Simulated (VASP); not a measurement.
Input:

```xyz
4
Lattice="2.0694 1.1948 6.7313 -2.0694 1.1948 6.7313 0.0000 -2.3896 6.7313" Properties=species:S:1:pos:R:3 pbc="T T T"
Zn     0.0000     0.0000    12.8232
Sn     0.0000     0.0000     2.3621
As     0.0000     0.0000    19.9780
As     0.0000     0.0000    10.2727
```

All values below come from PBEsol GGA, VASP's PBE PAW potentials (set 64) (plane waves; VASP). Numerical set-up: 400 eV cut-off, Gaussian smearing of 0.050 eV, potentials Zn Sn_d As.

### Question
Give the energies of bands 10 to 21 at the high-symmetry points, in eV from the Fermi level.

### Answer

```
band      Γ      T     H2      L     S0      F
----  -----  -----  -----  -----  -----  -----
10    -7.06  -7.13  -6.98  -6.99  -6.98  -6.99
11    -6.89  -6.88  -6.93  -6.93  -6.93  -6.89
12    -6.88  -6.88  -6.89  -6.87  -6.89  -6.87
13    -6.88  -4.98  -6.51  -6.50  -6.50  -6.67
14    -1.62  -3.73  -5.36  -5.04  -5.33  -5.63
15    -1.62  -1.48  -4.25  -3.67  -4.34  -3.05
16    -0.93  -1.48  -3.36  -3.28  -3.31  -2.90
17    -0.30  -0.29  -2.55  -2.77  -2.68  -1.34
18     0.10  -0.29  -2.03  -1.63  -2.02  -1.09
19     0.10   0.33   1.31   1.12   1.24  -0.14
20     1.30   1.73   1.95   2.63   2.47   0.76
21     2.59   3.09   3.71   2.96   3.36   2.08
```

It has no gap at this level: it comes out as a metal or semimetal.

The structure comes from a computed database's ZnSnAs2 entry (R3m); how it stands against other phases isn't given here. It was relaxed first, which changed the volume by -5 %.
